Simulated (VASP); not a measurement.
# NaP4Au (P1) in VASP: single point with r2SCAN

Aim: the single point of NaP4Au with r2SCAN.

All numbers are computed with VASP 6.6.1; they aren't measurements. Logs are shortened: lines on timing, memory, paths and dates and some standing lists are left out, and cuts for length are marked.

## 1. Starting point

The typed cell holds 12 atoms: a = 6.516 Å, b = 6.160 Å, c = 7.456 Å, α = 64.33°, β = 60.19°, γ = 86.02°.

The cell was built by a generator and needn't be a form met in nature.

## 2. Single point, r2SCAN

POSCAR

```
NaP4Au
1.0
    0.2205417300      6.5107473900     -0.1301813800
    6.1558149300      0.2205417300      0.0433470300
    3.1478678200      3.4867093400     -5.7897503700
P Na Au
8 2 2
Direct
    0.8064420000      0.3146630000      0.7301810000
    0.3148920000      0.4644990000      0.7279720000
    0.4527130000      0.9607210000      0.7270990000
    0.9469980000      0.8196150000      0.7274100000
    0.6927020000      0.5408770000      0.2753740000
    0.1879190000      0.6923590000      0.2546380000
    0.0375700000      0.1957210000      0.2711380000
    0.5458090000      0.0378420000      0.2703570000
    0.2496150000      0.2611650000      0.4971190000
    0.7535000000      0.7620110000      0.5034530000
    0.4927300000      0.9893150000      0.0120700000
    0.9966750000      0.4992250000      0.0058940000
```

INCAR.step1

```
SYSTEM = NaP4Au
PREC = Accurate
ENCUT = 520
ISMEAR = 0
SIGMA = 0.0553
LREAL = .FALSE.
LASPH = .TRUE.
NELM = 100
NBANDS = 50
GGA = PE
ALGO = Normal
EDIFF = 1E-4
LWAVE = .TRUE.
LCHARG = .FALSE.
```

INCAR.step2

```
SYSTEM = NaP4Au
PREC = Accurate
ENCUT = 520
EDIFF = 1E-6
ISMEAR = 0
SIGMA = 0.0553
LREAL = .FALSE.
LASPH = .TRUE.
NELM = 100
ALGO = Normal
ISIF = 2
LWAVE = .FALSE.
LCHARG = .FALSE.
METAGGA = R2SCAN
LMIXTAU = .TRUE.
NBANDS = 50
ISTART = 1
```

KPOINTS

```
Automatic mesh
0
Gamma
  3 4 3
  0 0.5 0
```

Potentials or basis: VASP PAW PBE potentials, release 64 (P, Na_pv, Au).

Started as:

```sh
cat potpaw_PBE.64/P/POTCAR potpaw_PBE.64/Na_pv/POTCAR potpaw_PBE.64/Au/POTCAR > POTCAR
cp INCAR.step1 INCAR
mpirun -np 1 vasp_std > vasp.out
cp INCAR.step2 INCAR
mpirun -np 1 vasp_std > vasp.out
```

OUTCAR:

```text
SYSTEM = NaP4Au
   PREC = Accurate
   ENCUT = 520
   EDIFF = 1E-6
   ISMEAR = 0
   LREAL = .FALSE.
   LASPH = .TRUE.
   NELM = 100
   ISIF = 2
   METAGGA = R2SCAN
   ISTART = 1

 ion  position               nearest neighbor table
   1  0.806  0.315  0.730-  11 2.29   9 2.62  10 2.64
   2  0.315  0.464  0.728-  12 2.17   9 2.72  10 2.76   5 2.86
   3  0.453  0.961  0.727-  11 2.34  10 2.51   9 2.70
   4  0.947  0.820  0.727-  12 2.31  10 2.68   9 2.75   7 2.94  11 3.10
   5  0.693  0.541  0.275-  12 2.11   9 2.74  10 2.77   2 2.86  11 3.24
   6  0.188  0.692  0.255-  11 2.15   9 2.63  10 2.63
   7  0.038  0.196  0.271-  12 2.17  10 2.66   9 2.81   4 2.94  11 3.17
   8  0.546  0.038  0.270-  11 2.26   9 2.62  10 2.68
   9  0.250  0.261  0.497-   1 2.62   8 2.62   6 2.63   3 2.70   2 2.72   5 2.74   4 2.75   7 2.81

  10  0.754  0.762  0.503-   3 2.51   6 2.63   1 2.64   7 2.66   4 2.68   8 2.68   2 2.76   5 2.77

  11  0.493  0.989  0.012-   6 2.15   8 2.26   1 2.29   3 2.34   4 3.10   7 3.17   5 3.24
  12  0.997  0.499  0.006-   5 2.11   2 2.17   7 2.17   4 2.31

  LATTYP: Found a triclinic cell.
 ALAT       =     6.5157821804
 B/A-ratio  =     1.3275615907
 C/A-ratio  =     1.1222859253
 COS(alpha) =     0.0040707448
 COS(beta)  =     0.4427181225
 COS(gamma) =     0.7037973653

  Lattice vectors:

 A1 = (   0.2205417300,   6.5107473900,  -0.1301813800)
 A2 = (  -5.9352732000,   6.2902056600,  -0.1735284100)
 A3 = (   3.2284888400,   3.2445797800,   5.7029160200)

Analysis of symmetry for initial positions (statically):
=====================================================================
 Subroutine PRICEL returns:
 Original cell was already a primitive cell.

 Routine SETGRP: Setting up the symmetry group for a
 triclinic supercell.

 Subroutine GETGRP returns: Found  1 space group operations
 (whereof  1 operations were pure point group operations)
 out of a pool of  2 trial point group operations.

The static configuration has the point symmetry C_1 .

Analysis of symmetry for dynamics (positions and initial velocities):
=====================================================================
 Subroutine PRICEL returns:
 Original cell was already a primitive cell.

 Routine SETGRP: Setting up the symmetry group for a
 triclinic supercell.

 Subroutine GETGRP returns: Found  1 space group operations
 (whereof  1 operations were pure point group operations)
 out of a pool of  2 trial point group operations.

The dynamic configuration has the point symmetry C_1 .

 Subroutine INISYM returns: Found  1 space group operations
 (whereof  1 operations are pure point group operations),
 and found     1 'primitive' translations

----------------------------------------------------------------------------------------

                                     Primitive cell

  volume of cell :     229.9168

  direct lattice vectors                    reciprocal lattice vectors
     0.220541730  6.510747390 -0.130181380    -0.006211029  0.155608801  0.090333974
     6.155814930  0.220541730  0.043347030     0.161978995 -0.003771311  0.085796273
     3.147867820  3.486709340 -5.789750370     0.001352367 -0.003527068 -0.174107815

  length of vectors
     6.515782180  6.159916807  7.455697364     0.180035837  0.183336898  0.174148788

  position of ions in fractional coordinates (direct lattice)
     0.806442000  0.314663000  0.730181000
     0.314892000  0.464499000  0.727972000
     0.452713000  0.960721000  0.727099000
     0.946998000  0.819615000  0.727410000
     0.692702000  0.540877000  0.275374000
     0.187919000  0.692359000  0.254638000
     0.037570000  0.195721000  0.271138000
     0.545809000  0.037842000  0.270357000
     0.249615000  0.261165000  0.497119000
     0.753500000  0.762011000  0.503453000
     0.492730000  0.989315000  0.012070000
     0.996675000  0.499225000  0.005894000

  ion indices of the primitive-cell ions
   primitive index   ion index
                 1           1
                 2           2
                 3           3
                 4           4
                 5           5
                 6           6
                 7           7
                 8           8
                 9           9
                10          10
                11          11
                12          12

----------------------------------------------------------------------------------------

 KPOINTS: Automatic mesh

Automatic generation of k-mesh.
 Grid dimensions read from file:
 generate k-points for:    3    4    3

 Generating k-lattice:

  Cartesian coordinates                     Fractional coordinates (reciprocal lattice)
    -0.002070343  0.051869600  0.030111325     0.333333333 -0.000000000 -0.000000000
     0.040494749 -0.000942828  0.021449068    -0.000000000  0.250000000  0.000000000
     0.000450789 -0.001175689 -0.058035938     0.000000000 -0.000000000  0.333333333

  Length of vectors
     0.060011946  0.045834224  0.058049596

  Shift w.r.t. Gamma in fractional coordinates (k-lattice)
     0.000000000  0.500000000  0.000000000

 Subroutine IBZKPT returns following result:
 ===========================================

 Found     18 irreducible k-points:

 Following reciprocal coordinates:
            Coordinates               Weight
  0.000000  0.125000  0.000000      2.000000
  0.333333  0.125000 -0.000000      2.000000
 -0.333333  0.125000  0.000000      2.000000
  0.000000  0.375000  0.000000      2.000000
  0.333333  0.375000 -0.000000      2.000000
 -0.333333  0.375000  0.000000      2.000000
[... 10 lines left out ...]
  0.333333 -0.125000  0.333333      2.000000
 -0.333333 -0.125000  0.333333      2.000000
   k-points           NKPTS =     18   k-points in BZ     NKDIM =     18   number of bands    NBANDS=     50
   number of dos      NEDOS =    301   number of ions     NIONS =     12
   total plane-waves  NPLWV = 129024
   dimension x,y,z NGX =    48 NGY =   48 NGZ =   56
   dimension x,y,z NGXF=    96 NGYF=   96 NGZF=  112
   ions per type =               8   2   2
   NGX,Y,Z   is equivalent  to a cutoff of  12.25, 12.95, 12.49 a.u.
   NGXF,Y,Z  is equivalent  to a cutoff of  24.49, 25.91, 24.97 a.u.
 SYSTEM =  NaP4Au
   PREC   = accura    normal or accurate (medium, high low for compatibility)
   ISTART =      1    job   : 0-new  1-cont  2-samecut
   ICHARG =      0    charge: 1-file 2-atom 10-const
   ISPIN  =      1    spin polarized calculation?
   LNONCOLLINEAR =      F non collinear calculations
   LSORBIT =      F    spin-orbit coupling
   LASPH  =      T    aspherical Exc in radial PAW
   ENCUT  =  520.0 eV  38.22 Ry    6.18 a.u.  12.12 11.45 13.86*2*pi/ulx,y,z
   NELM   =    100;   NELMIN=  2; NELMDL=  0     # of ELM steps
   EDIFF  = 0.1E-05   stopping-criterion for ELM
   LREAL  =      F    real-space projection
   EDIFFG = 0.1E-04   stopping-criterion for IOM
   NSW    =      0    number of steps for IOM
   IBRION =     -1    ionic relax: 0-MD 1-quasi-New 2-CG
   NFREE  =      0    steps in history (QN), initial steepest desc. (CG)
   ISIF   =      2    stress and relaxation
   ISYM   =      2    0-nonsym 1-usesym 2-fastsym
   POTIM  = 0.5000    time-step for ionic-motion
   TEBEG  =    0.0;   TEEND  =   0.0 temperature during run
   PSTRESS=    0.0 pullay stress
   NELECT =      76.0000    total number of electrons
   NUPDOWN=      -1.0000    fix difference up-down
   EMIN   =  10.00;   EMAX   =-10.00  energy-range for DOS
   EFERMI =   0.00;   METHOD = LEGACY
   ISMEAR =     0;   SIGMA  =   0.06  broadening in eV -4-tet -1-fermi 0-gaus
   EFERMI_NEDOS =   21; number of points for ismear=-14 and -15
   IALGO  =     38    algorithm
   IMIX   =      4    mixing-type and parameters
     AMIX     =   0.40;   BMIX     =  1.00
     AMIX_MAG =   1.60;   BMIX_MAG =  1.00
  volume/ion in A,a.u.               =      19.16       129.30
  Fermi-wavevector in a.u.,A,eV,Ry     =   1.131937  2.139052 17.432906  1.281282
  Thomas-Fermi vector in A             =   2.268638
   LORBIT       =      0    0 simple, 1 ext, 2 COOP (PROOUT), +10 PAW based schemes
   METAGGA = R2SCAN    functional components
   LHFCALC =     F    Hartree Fock is set to
   AEXX    =    0.0000 exact exchange contribution
   IVDW    =     0    specifies the selected vdW correction
   LEPSILON=     F    determine dielectric tensor
   LRPA    =     F    only Hartree local field effects (RPA)
 non-spin polarized calculation
 Gauss-broadening in eV      SIGMA  =   0.06
  energy-cutoff  :      520.00
  volume of cell :      229.92
 maximum number of plane-waves:      6212
   NGX = 25   NGY = 23   NGZ = 27

 number of electron      76.0000008 magnetization

 Free energy of the ion-electron system (eV)
  ---------------------------------------------------
  ext. energy  EPLUGINS =         0.00000000
  ---------------------------------------------------
  free energy    TOTEN  =      -168.19543935 eV

  energy without entropy =     -168.18784190  energy(sigma->0) =     -168.19164063

 E-fermi :   5.4007     XC(G=0): -10.6081

 val. band max:        5.3755010216   @ k =  -0.3333  -0.1250   0.3333
 cond. band min:       5.4023268638   @ k =   0.0000   0.3750   0.3333
 fundamental gap:      0.0268258421
 Fermi energy:         5.4006711168

 k-point     1 :       0.0000    0.1250    0.0000
  band No.  band energies     occupation
      1     -18.4607      2.00000
      2     -18.4353      2.00000
      3     -18.4295      2.00000
      4     -18.4071      2.00000
      5     -18.4013      2.00000
      6     -18.3737      2.00000
[... 42 lines left out ...]
     49      10.0785      0.00000
     50      10.2832      0.00000

 k-point     2 :       0.3333    0.1250   -0.0000
  band No.  band energies     occupation
      1     -18.4604      2.00000
      2     -18.4357      2.00000
      3     -18.4292      2.00000
      4     -18.4071      2.00000
      5     -18.4018      2.00000
      6     -18.3738      2.00000
[... 42 lines left out ...]
     49      10.7028      0.00000
     50      11.0735      0.00000

 k-point     3 :      -0.3333    0.1250    0.0000
  band No.  band energies     occupation
      1     -18.4589      2.00000
      2     -18.4372      2.00000
      3     -18.4295      2.00000
      4     -18.4071      2.00000
      5     -18.4014      2.00000
      6     -18.3738      2.00000
[... 42 lines left out ...]
     49      10.0115      0.00000
     50      10.8494      0.00000

 k-point     4 :       0.0000    0.3750    0.0000
  band No.  band energies     occupation
      1     -18.4592      2.00000
      2     -18.4370      2.00000
      3     -18.4293      2.00000
      4     -18.4071      2.00000
      5     -18.4017      2.00000
      6     -18.3738      2.00000
[... 681 lines left out ...]
 k-point    17 :       0.3333   -0.1250    0.3333
  band No.  band energies     occupation
      1     -18.4588      2.00000
      2     -18.4372      2.00000
      3     -18.4295      2.00000
      4     -18.4071      2.00000
      5     -18.4014      2.00000
      6     -18.3738      2.00000
[... 42 lines left out ...]
     49      10.7291      0.00000
     50      10.8355      0.00000

 k-point    18 :      -0.3333   -0.1250    0.3333
  band No.  band energies     occupation
      1     -18.4604      2.00000
      2     -18.4357      2.00000
      3     -18.4292      2.00000
      4     -18.4071      2.00000
      5     -18.4018      2.00000
      6     -18.3738      2.00000
[... 42 lines left out ...]
     49      10.8233      0.00000
     50      10.9891      0.00000

------------------------ aborting loop because EDIFF is reached ----------------------------------------

  FORCE on cell =-STRESS in cart. coord.  units (eV):
  Direction    XX          YY          ZZ          XY          YZ          ZX
  --------------------------------------------------------------------------------------
  -------------------------------------------------------------------------------------
  Total       10.2198383     14.9043654     26.8280982     -3.7990066      4.9746786     -1.7070282
  in kB       71.2170268    103.8611922    186.9518221    -26.4734086     34.6660886    -11.8954401
  external PRESSURE =     120.6766803 kB  Pullay stress =       0.0000000 kB

 VOLUME and BASIS-vectors are now :
 -----------------------------------------------------------------------------
  energy-cutoff  :      520.00
  volume of cell :      229.92
      direct lattice vectors                 reciprocal lattice vectors
     0.220541730  6.510747390 -0.130181380    -0.006211029  0.155608801  0.090333974
     6.155814930  0.220541730  0.043347030     0.161978995 -0.003771311  0.085796273
     3.147867820  3.486709340 -5.789750370     0.001352367 -0.003527068 -0.174107815

 POSITION                                       TOTAL-FORCE (eV/Angst)
 -----------------------------------------------------------------------------------
      4.41337      7.86587     -4.31891         0.159333      0.104300      0.667027
      5.22038      4.69085     -4.23563        -1.227417      1.807188      2.584791
      8.30267      5.69456     -4.22701         0.654564     -0.489259      0.144680
      7.54404      8.88269     -4.29928         0.338794     -0.393590      0.904079
      4.34915      5.58944     -1.66108         2.263643     -2.114269     -3.304550
      5.10504      2.26404     -1.46874        -1.238847     -1.625726     -1.620377
      2.06661      1.23315     -1.56623        -0.856913      1.656848     -2.220573
      1.20437      4.50463     -1.63471        -0.130329      0.698854     -0.808630
      3.22760      3.41609     -2.89937        -0.152974      0.061510     -0.005384
      6.44178      6.82930     -2.97993        -0.569179     -0.058031      0.222700
      6.23670      3.46831     -0.09114         0.559981      0.724368      1.423658
      3.31150      6.61975     -0.14223         0.199344     -0.372193      2.012578
 -----------------------------------------------------------------------------------
    total drift:                               -0.034695      0.001410      0.021479

  FREE ENERGIE OF THE ION-ELECTRON SYSTEM (eV)
  ---------------------------------------------------
  free  energy   TOTEN  =      -168.1954393542 eV

  energy  without entropy=     -168.1878419002  energy(sigma->0) =     -168.19164063
```

Wall time 9.2 min (1 thread of AMD EPYC 9R45 (Zen 5), shared host); peak memory 0.43 GiB.

Results:

| Quantity | Value |
| --- | --- |
| Free energy | -168.1954 eV |
| Pressure | 12.1 GPa |
| Largest force | 4.529 eV/Å |
| Band gap on the k mesh | none (metal or under the smearing width) |

Forces in eV/Å, atoms in the order of the input:
```
P    0.159  0.104  0.667
P   -1.227  1.807  2.585
P    0.655 -0.489  0.145
P    0.339 -0.394  0.904
P    2.264 -2.114 -3.305
P   -1.239 -1.626 -1.620
P   -0.857  1.657 -2.221
P   -0.130  0.699 -0.809
Na  -0.153  0.062 -0.005
Na  -0.569 -0.058  0.223
Au   0.560  0.724  1.424
Au   0.199 -0.372  2.013
```

Stress tensor (GPa, compression positive):
```
 7.12 -2.65 -1.19
-2.65 10.39  3.47
-1.19  3.47 18.70
```

Levels at points of the mesh, in eV from the Fermi level:
```
           k point  band 36  band 37  band 38  band 39  band 40  band 41
(0.00, 0.12, 0.00)    -0.32    -0.04     0.32     0.44     0.81     1.00
```

Caveat: the k mesh is coarse (spacing up to 0.38 Å⁻¹), so the values aren't converged; the PAW data sets were made with another functional, which shifts forces and pressure a little. The run has no spin-orbit coupling, so splittings on Au are missing.
